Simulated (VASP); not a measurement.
Input:

```
LiCl
1.0
    0.00000     2.56705     2.56705
    2.56705     0.00000     2.56705
    2.56705     2.56705     0.00000
Li Cl
1 1
Cartesian
  0.00000   0.00000   0.00000
  2.56705   2.56705   2.56705
```

These are vdW-DF2, VASP's PBE PAW potentials (set 64) (plane waves; VASP 6.6.1) values and carry that method's errors. Numerical set-up: 520 eV cut-off, 9×9×9 Γ-centred mesh, Gaussian smearing of 0.050 eV, potentials Li_sv Cl.

Task: Predict the energy per atom (σ→0), pressure, band gap (on the k-mesh) with the smallest direct gap where there is one.

Result: 
```
Property                                     Result
-----------------------------------  --------------
band gap (on the k-mesh)                    6.44 eV
smallest direct gap (on the k-mesh)         6.44 eV
energy per atom (σ→0)                -2.631 eV/atom
pressure                                   1.13 GPa
```

The absolute energy has meaning only against runs of the same code, potentials and settings.

The compound is LiCl in the rock salt structure. This cell is one point of a volume scan, at 0.97 of the reference volume.
